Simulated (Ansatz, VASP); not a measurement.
# Al6Si: VASP beside Ansatz, part 3 of 3

Aim: how closely do two programs agree when they are given the same cell, functional and k mesh? The cell is generated by rule, not measured, and may not be a known phase. The cell is taken from a series of runs on this material, whose earlier steps may have relaxed, scaled, displaced or heated it; both programs get it as it stands.

VASP 6.6.1 and Ansatz 0.2.0.

So far: Starting point; VASP: relaxation of cell and atoms, PBEsol, pair 1; Ansatz: relaxation of cell and atoms, PBEsol, pair 1; Differences; VASP: relaxation of cell and atoms, PBEsol, pair 2; Ansatz: relaxation of cell and atoms, PBEsol, pair 2.

## (8) Ansatz: relaxation of cell and atoms, PBEsol, pair 3

Level of this step: Ansatz beside VASP: Kohn-Sham DFT, plane waves, PBEsol (Ansatz).

The relaxed volume is the usual yardstick between codes: in a stiff, nearly cubic crystal its relative difference is about their pressure difference at one cell divided by the bulk modulus. Its start cell is another than that of the pair before, and may be another structure of the material.

The cell is taken from a series of runs on this material, whose earlier steps may have relaxed, scaled, displaced or heated it; both programs get it as it stands.

input.yaml reads:

```yaml
crystal:
  lattice:
    - [3.2469830401, -4.0474111047, 0.0]
    - [3.2469830401, 4.0474111047, 0.0]
    - [-1.1189268616, 0.0, 4.6314488102]
  atoms:
    - { symbol: Si, position: [0.0, 0.0, 0.0] }
    - { symbol: Al, position: [0.3269899931, 0.3269899931, 0.7664673279] }
    - { symbol: Al, position: [0.1361803828, 0.5073693303, 0.2718943881] }
    - { symbol: Al, position: [0.6730100069, 0.6730100069, 0.2335326721] }
    - { symbol: Al, position: [0.8638196172, 0.4926306697, 0.7281056119] }
    - { symbol: Al, position: [0.4926306697, 0.8638196172, 0.7281056119] }
    - { symbol: Al, position: [0.5073693303, 0.1361803828, 0.2718943881] }
kpoints:
  mp_grid: { grid: [6, 6, 6] }
hamiltonian:
  xc: pbesol
scf:
  occupations: { method: methfessel_paxton, width: 0.15 }
output:
  forces: true
  stress: true
  eigenvalues: true
relax:
  adjacent_minimum: "off"
  f_tol: 0.001
  max_steps: 60
  cell: { stress_tol: 0.01 }
```

Launch:

```bash
> ansatz run input.yaml --threads 8 --pin off --max-ram 14336MiB --backend cpu --events-out ev --progress --plain --runs-dir out
```

Numbers of over 12 decimals in the logs are rounded to 6 here.

The log of the run:

```text
[...]
Crystal: 7 atoms, lattice volume = 121.732 Å³
Basis set: ecut = 420 eV, 2363 PW (Γ), exchange–correlation on 72×72×64 points (8 copies of the dense FFT grid, shifted against one another)
Bands: 18, of which v1, the nominal top of the filled ones, is band 11 counted from 1 (10 counted from 0)
Symmetry: 4 space group operations
[...]
k-points: 68 of 216
[...]
- [3.247288, 4.048057, 0.000444237]
    - [-1.118398, 0, 4.631311]
  atoms:
    - { symbol: Si, position: [0, 0, 0.0] }
    - { symbol: Al, position: [0.327043, 0.327043, 0.766455] }
    - { symbol: Al, position: [0.136150, 0.507321, 0.271869] }
    - { symbol: Al, position: [0.672957, 0.672957, 0.233545] }
    - { symbol: Al, position: [0.863850, 0.492679, 0.728131] }
    - { symbol: Al, position: [0.492679, 0.863850, 0.728131] }
    - { symbol: Al, position: [0.507321, 0.136150, 0.271869] }
[key lines of the parts left out:]
SCF converged after 7 iterations
Free energy (F): -3767.576601 eV
Fermi energy:    7.360561 eV
P = ⅓ Tr σ = -0.0019 GPa (-0.019 kbar)
```

## (9) VASP: relaxation of cell and atoms, PBEsol, pair 3

The same cell, functional, mesh and smearing now go to VASP, with its own data sets.

INCAR reads:

```
SYSTEM = Al6Si
PREC = Accurate
ENCUT = 500
EDIFF = 1E-07
NELM = 120
ISMEAR = 1
SIGMA = 0.15
LREAL = .FALSE.
ALGO = Normal
GGA = PS
NBANDS = 18
LORBIT = 11
LWAVE = .FALSE.
LCHARG = .FALSE.
ISIF = 3
IBRION = 2
NSW = 80
EDIFFG = -0.005
LASPH = .TRUE.
GGA_COMPAT = .FALSE.
NELMIN = 4
KPAR = 2
```

POSCAR reads:

```
Al6Si
1.0
    3.2469830000     -4.0474110000      0.0000000000
    3.2469830000      4.0474110000      0.0000000000
   -1.1189270000      0.0000000000      4.6314490000
Si Al
1 6
Direct
    0.0000000000      0.0000000000      0.0000000000
    0.3269899944      0.3269899944      0.7664672546
    0.1361804105      0.5073693014      0.2718943899
    0.6730100056      0.6730100056      0.2335327454
    0.8638195895      0.4926306986      0.7281056101
    0.4926306986      0.8638195895      0.7281056101
    0.5073693014      0.1361804105      0.2718943899
```

KPOINTS reads:

```
Automatic mesh
0
Gamma
6 6 6
0 0 0
```

PAW data sets: Si and Al (PBE family, release 64).

Launch:

```bash
> mpirun -np 2 vasp_std
```

The log of the run:

```text
[... set-up lines as in an earlier step ...]
 entering main loop
       N       E                     dE             d eps       ncg     rms          rms(c)
DAV:   1     0.205097389445E+02    0.20510E+02   -0.77005E+03  2448   0.929E+02
DAV:   2    -0.276135512310E+02   -0.48123E+02   -0.46824E+02  3188   0.119E+02
DAV:   3    -0.293723948019E+02   -0.17588E+01   -0.17205E+01  3184   0.203E+01
DAV:   4    -0.293930194759E+02   -0.20625E-01   -0.20608E-01  3102   0.255E+00
[...]
DAV:  12    -0.290944589865E+02    0.10541E-05   -0.38221E-06  2878   0.846E-03    0.254E-03
DAV:  13    -0.290944588548E+02    0.13165E-06   -0.24296E-07  2312   0.262E-03    0.945E-04
DAV:  14    -0.290944587814E+02    0.73436E-07   -0.25212E-08  1482   0.860E-04
   1 F= -.29094459E+02 E0= -.29094992E+02  d E =-.290945E+02
[...]
N       E                     dE             d eps       ncg     rms          rms(c)
DAV:   1    -0.290945043265E+02   -0.45472E-04   -0.66069E-04  2684   0.123E-01    0.209E-02
DAV:   2    -0.290944957474E+02    0.85790E-05   -0.15096E-05  3038   0.200E-02    0.112E-02
DAV:   3    -0.290944917267E+02    0.40207E-05   -0.50887E-06  2790   0.952E-03    0.304E-03
DAV:   4    -0.290944910559E+02    0.67081E-06   -0.32520E-07  2490   0.282E-03    0.235E-03
DAV:   5    -0.290944908190E+02    0.23695E-06   -0.56733E-08  1392   0.131E-03    0.116E-03
DAV:   6    -0.290944907634E+02    0.55591E-07   -0.94711E-09  1342   0.630E-04
   2 F= -.29094491E+02 E0= -.29095036E+02  d E =-.319820E-04
 trial-energy change:   -0.000032  1 .order   -0.000034   -0.000081    0.000013
 step:   0.8436(harm=  0.8611)  dis= 0.00005  next Energy=   -29.094492 (dE=-0.330E-04)
 reached required accuracy - stopping structural energy minimisation
```

Parts of OUTCAR (step 9):

```text
  Total       -0.0129021     -0.0085112     -0.0117932      0.0000000      0.0000000      0.0039851
  in kB       -0.1695961     -0.1118785     -0.1550189      0.0000000      0.0000000      0.0523833
  external PRESSURE =      -0.1454978 kB  Pullay stress =       0.0000000 kB

 POSITION                                       TOTAL-FORCE (eV/Angst)
 -----------------------------------------------------------------------------------
      0.00000      0.00000      0.00000        -0.000000      0.000000      0.000000
      1.26675      0.00000      3.55127         0.001583      0.000000      0.000348
      1.78626      1.50305      1.25987        -0.000645     -0.000626     -0.000948
      4.11101      0.00000      1.08243        -0.001583      0.000000     -0.000348
      3.59150     -1.50305      3.37383         0.000645      0.000626      0.000948
      3.59150      1.50305      3.37383         0.000645     -0.000626      0.000948
      1.78626     -1.50305      1.25987        -0.000645      0.000626     -0.000948
 -----------------------------------------------------------------------------------
    total drift:                               -0.000000     -0.000000      0.000000

  FREE ENERGIE OF THE ION-ELECTRON SYSTEM (eV)
  ---------------------------------------------------
  free  energy   TOTEN  =       -29.0944907634 eV

  energy  without entropy=      -29.0961277482  energy(sigma->0) =      -29.09503642

[... 1 part as in an earlier step ...]

[... 3 further parts left out ...]
[key lines of the parts left out:]
E-fermi :   7.3399
```

## (10) Differences

Both answers:

```
                                         quantity  Ansatz    VASP  difference
                                      volume (Å³)  121.76  121.89     -0.10 %
edge a after relaxation, in the typed setting (Å)   5.190   5.191     -0.03 %
edge c after relaxation, in the typed setting (Å)   4.764   4.766     -0.04 %
```

## (11) Results

```json
{"difference in volume (relaxation of cell and atoms, PBEsol, pair 1)": "-0.12 %", "difference in volume (relaxation of cell and atoms, PBEsol, pair 2)": "-0.12 %", "difference in volume (relaxation of cell and atoms, PBEsol, pair 3)": "-0.10 %"}
```

The difference in volume is -0.12 % (relaxation of cell and atoms, PBEsol, pair 1), within the 1.2 % picked in this series as the mark of a large difference, as far as the stopping tolerances let one tell. 5 further runs of this series are not shown here. Such differences can come from data sets, numerical settings and the points named under the comparisons, not from the functional's error against experiment.

[Lines on the potential files, build, host, timing and source positions are cut from VASP's logs without a mark.]

[Logs are printed without paths, hosts, clocks, repeated set-up lines and the standing remarks that a program may print on its own settings, such as how far it seeks lower states.]

[Hosts, paths, dates, database ids (printed as entryN), source tags and the programs' standing remarks are cut or masked in the printed files.]
